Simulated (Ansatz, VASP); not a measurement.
# AlCo in two plane-wave programs, part 2 of 2

Wanted: the spread between two codes on one cell, functional and k mesh. The cell is taken from a series of runs on this material, whose earlier steps may have relaxed, scaled, displaced or heated it; both programs get it as it stands.

VASP 6.6.1 and Ansatz 0.2.0.

So far. Step 2 (Ansatz: single point, PBEsol, pair 1): The run ends at a pressure of 25.51 GPa. Step 5 (VASP: single point, PBEsol, pair 2): The run ends at a pressure of 8.75 GPa.

## 6. Ansatz: single point, PBEsol, pair 2

Level of this step: Ansatz beside VASP: Kohn-Sham DFT, plane waves, PBEsol (Ansatz).

The same cell, functional, mesh and smearing now go to Ansatz, which takes its cutoff from its data sets.

The cell is taken from a series of runs on this material, whose earlier steps may have relaxed, scaled, displaced or heated it; both programs get it as it stands.

input.yaml

```yaml
crystal:
  lattice:
    - [2.7840662944, 0.0, 0.0]
    - [0.0, 2.7840662944, 0.0]
    - [0.0, 0.0, 2.7840662944]
  atoms:
    - { symbol: Al, position: [0.0, 0.0, 0.0] }
    - { symbol: Co, position: [0.5, 0.5, 0.5] }
kpoints:
  mp_grid: { grid: [16, 16, 16] }
hamiltonian:
  xc: pbesol
  pseudopotentials: { kind: paw, azcp: { folder: soft_1 }, xc_functional: pbe }
scf:
  occupations: { method: methfessel_paxton, width: 0.2 }
output:
  forces: true
  stress: true
  eigenvalues: true
```

On the command line:

```console
ansatz run input.yaml --threads 4 --pin off --max-ram 10240MiB --backend cpu --events-out ev --progress --plain --runs-dir out
```

Numbers of over 12 decimals in the logs are rounded to 6 here.

Output:

```text
[...]
Crystal: 2 atoms, lattice volume = 21.579 Å³
Basis set: ecut = 420 eV, 437 PW (Γ), exchange–correlation on 40×40×40 points (8 copies of the dense FFT grid, shifted against one another)
Bands: 14, of which v1, the nominal top of the filled ones, is band 10 counted from 1 (9 counted from 0)
Symmetry: 48 space group operations
[...]
k-points: 165 of 4096
[...]
--- Band table (eV; the first three rows and the last of 165) ---
  k-point 0: bands = [... 6 lower, 12.2550, 14.6845, 14.6845, 14.6845, 21.8884, 21.8884, 21.8884, 24.5965]
  k-point 1: bands = [... 6 lower, 12.2779, 14.6397, 14.6397, 14.6893, 21.1066, 21.9975, 21.9975, 24.5799]
  k-point 2: bands = [... 6 lower, 12.3440, 14.5169, 14.5169, 14.7030, 19.7328, 22.3142, 22.3142, 24.5310]
  k-point 164: bands = [... 6 lower, 11.3059, 15.3581, 15.3581, 17.9226, 17.9226, 17.9226, 20.3841, 21.3545]
[key lines of the parts left out:]
SCF converged after 7 iterations
Free energy (F): -5618.754595 eV
Fermi energy:    15.601346 eV
P = ⅓ Tr σ = 8.6137 GPa (86.137 kbar)
```

The run ends at a pressure of 8.61 GPa.

## 7. Comparison

What differs besides the data sets and the points named for the pairs above, as far as they apply: the data sets hold 20 valence electrons in Ansatz (on its PAW soft_1 files) and 12 in VASP. Total energies have different zeros and are not compared.

Compared:

| quantity | Ansatz | VASP | difference |
| --- | --- | --- | --- |
| pressure (GPa) | 8.61 | 8.75 | -0.14 |

## 8. Ansatz: single point, PBEsol, pair 3

With cell and atoms fixed, the geometry can't cause a difference; cores, projectors, grids and the points listed under the comparison can. The cell compared in this pair holds 21.13 Å³, against 21.58 Å³ for the pair before.

The cell is taken from a series of runs on this material, whose earlier steps may have relaxed, scaled, displaced or heated it; both programs get it as it stands.

input.yaml: that of step 6 with these lines changed.

```diff
@@ -2,5 +2,5 @@
   lattice:
-    - [2.7840662944, 0.0, 0.0]
-    - [0.0, 2.7840662944, 0.0]
-    - [0.0, 0.0, 2.7840662944]
+    - [2.7645966623, 0.0, 0.0]
+    - [0.0, 2.7645966623, 0.0]
+    - [0.0, 0.0, 2.7645966623]
   atoms:
```

Output:

```text
[...]
Crystal: 2 atoms, lattice volume = 21.130 Å³
Basis set: ecut = 420 eV, 437 PW (Γ), exchange–correlation on 40×40×40 points (8 copies of the dense FFT grid, shifted against one another)
Bands: 14, of which v1, the nominal top of the filled ones, is band 10 counted from 1 (9 counted from 0)
Symmetry: 48 space group operations
[...]
k-points: 165 of 4096
[...]
--- Band table (eV; the first three rows and the last of 165) ---
  k-point 0: bands = [... 6 lower, 12.5384, 15.0463, 15.0463, 15.0463, 22.3931, 22.3931, 22.3931, 25.0754]
  k-point 1: bands = [... 6 lower, 12.5620, 15.0004, 15.0004, 15.0513, 21.5977, 22.5039, 22.5039, 25.0568]
  k-point 2: bands = [... 6 lower, 12.6301, 14.8742, 14.8742, 15.0655, 20.2071, 22.8251, 22.8251, 25.0019]
  k-point 164: bands = [... 6 lower, 11.5885, 15.7430, 15.7430, 18.3148, 18.3148, 18.3148, 20.9836, 21.8681]
[key lines of the parts left out:]
SCF converged after 6 iterations
Free energy (F): -5618.723473 eV
Fermi energy:    15.992931 eV
P = ⅓ Tr σ = 13.6547 GPa (136.547 kbar)
```

The run ends at a pressure of 13.65 GPa.

## 9. VASP: single point, PBEsol, pair 3

The same cell, functional, mesh and smearing now go to VASP, with its own data sets.

INCAR

```
SYSTEM = AlCo
PREC = Accurate
ENCUT = 600
EDIFF = 1E-06
NELM = 120
ISMEAR = 1
SIGMA = 0.2
LREAL = .FALSE.
ALGO = Normal
GGA = PS
NBANDS = 12
LASPH = .TRUE.
LORBIT = 11
LWAVE = .FALSE.
LCHARG = .FALSE.
ISIF = 2
GGA_COMPAT = .FALSE.
```

POSCAR

```
AlCo
1.0
    2.7645966623      0.0000000000      0.0000000000
    0.0000000000      2.7645966623      0.0000000000
    0.0000000000      0.0000000000      2.7645966623
Al Co
1 1
Direct
    0.0000000000      0.0000000000      0.0000000000
    0.5000000000      0.5000000000      0.5000000000
```

KPOINTS

```
Automatic mesh
0
Gamma
16 16 16
0 0 0
```

The projector-augmented-wave data sets are Al and Co (PBE family, release 64).

On the command line:

```console
mpirun -np 1 vasp_std
```

Output:

```text
[... set-up lines as in an earlier step ...]
 entering main loop
       N       E                     dE             d eps       ncg     rms          rms(c)
DAV:   1     0.396223863042E+02    0.39622E+02   -0.58980E+03  4024   0.121E+03
DAV:   2    -0.131700200184E+02   -0.52792E+02   -0.48445E+02  4080   0.195E+02
DAV:   3    -0.149449469207E+02   -0.17749E+01   -0.17583E+01  4740   0.416E+01
DAV:   4    -0.149719128346E+02   -0.26966E-01   -0.26955E-01  4480   0.463E+00
[...]
DAV:  10    -0.130245847639E+02    0.42192E-03   -0.44222E-04  4668   0.205E-01    0.161E-01
DAV:  11    -0.130245579320E+02    0.26832E-04   -0.24016E-05  4816   0.380E-02    0.107E-02
DAV:  12    -0.130245573897E+02    0.54231E-06   -0.32343E-06  4248   0.210E-02
   1 F= -.13024557E+02 E0= -.13025274E+02  d E =0.215061E-02
```

Parts of OUTCAR (step 9):

```text
  Total        1.8219482      1.8219482      1.8219482      0.0000000      0.0000000     -0.0000000
  in kB      138.1501181    138.1501181    138.1501181      0.0000000      0.0000000     -0.0000000
  external PRESSURE =     138.1501181 kB  Pullay stress =       0.0000000 kB

 POSITION                                       TOTAL-FORCE (eV/Angst)
 -----------------------------------------------------------------------------------
      0.00000      0.00000      0.00000         0.000000      0.000000      0.000000
      1.38230      1.38230      1.38230         0.000000      0.000000      0.000000
 -----------------------------------------------------------------------------------
    total drift:                                0.000000     -0.000000     -0.000000

  FREE ENERGIE OF THE ION-ELECTRON SYSTEM (eV)
  ---------------------------------------------------
  free  energy   TOTEN  =       -13.0245573897 eV

  energy  without entropy=      -13.0267080038  energy(sigma->0) =      -13.02527426

[... 1 part as in an earlier step ...]

[... 2 further parts left out ...]
[key lines of the parts left out:]
E-fermi :  11.7331
```

The run ends at a pressure of 13.82 GPa.

## 10. Side by side

What differs besides the data sets and the points named for the pairs above, as far as they apply: the data sets hold 20 valence electrons in Ansatz (on its PAW soft_1 files) and 12 in VASP. Total energies have different zeros and are not compared.

Both answers:

| quantity | Ansatz | VASP | difference |
| --- | --- | --- | --- |
| pressure (GPa) | 13.65 | 13.82 | -0.16 |

## 11. Outcome

| Item | Value |
| --- | --- |
| difference in pressure (single point, PBEsol, pair 1) | -0.21 GPa |
| difference in pressure (single point, PBEsol, pair 2) | -0.14 GPa |
| difference in pressure (single point, PBEsol, pair 3) | -0.16 GPa |

**Reading.** The difference in pressure is -0.21 GPa (single point, PBEsol, pair 1), within the 1 GPa picked in this series as the mark of a large difference. The data sets hold unlike numbers of valence electrons (20 in Ansatz and 12 in VASP), so part of the differences comes from the potentials. 5 further runs of this series are not shown here. Such differences can come from data sets, numerical settings and the points named under the comparisons, not from the functional's error against experiment.

[Lines on the potential files, build, host, timing and source positions are cut from VASP's logs without a mark.]

[Logs are printed without paths, hosts, clocks, repeated set-up lines and the standing remarks that a program may print on its own settings, such as how far it seeks lower states.]

[Hosts, paths, dates, database ids (printed as entryN), source tags and the programs' standing remarks are cut or masked in the printed files.]
